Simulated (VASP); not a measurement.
These are rev-vdW-DF2, VASP's PBE PAW potentials (set 64) (plane waves; VASP) values and carry that method's errors.

The input files of a VASP run:

### INCAR
```
AGGAC = 0.0
ALGO = Normal
EDIFF = 1E-7
EDIFFG = -0.01
ENCUT = 520
GGA = MK
IBRION = 2
ISIF = 4
ISMEAR = 1
LASPH = .TRUE.
LCHARG = .FALSE.
LMAXMIX = 6
LREAL = .FALSE.
LUSE_VDW = .TRUE.
LWAVE = .FALSE.
NELM = 100
NSW = 30
PARAM1 = 0.1234568
PARAM2 = 0.7114
PREC = Accurate
SIGMA = 0.1
SYSTEM = Hf
ZAB_VDW = -1.8867
```

POSCAR:
```
Hf
1
    1.5868451518    -2.7484963891     0.0000000000
    1.5868451518     2.7484963891     0.0000000000
    0.0000000000     0.0000000000     5.0201967138
Hf
2
Direct
  0.3333330000   0.6666670000   0.2500000000
  0.6666670000   0.3333330000   0.7500000000
```

File KPOINTS:
```
Automatic mesh
0
Gamma
13 13 7
0 0 0
```

POTCAR, in this order: Hf_pv (PBE.64 set). Program: vasp_std.

Q: What will the output report for the number of irreducible k-points (NKPTS), largest plane-wave count, number of space-group operations, FFT grid (NGX, NGY, NGZ)?

A: 
| Item | Value |
|---|---|
| number of irreducible k-points (NKPTS) | 84 |
| largest plane-wave count | 1190 |
| number of space-group operations | 24 |
| FFT grid (NGX, NGY, NGZ) | 24 × 24 × 40 |

The compound is Hf in the hcp structure. It was relaxed first.
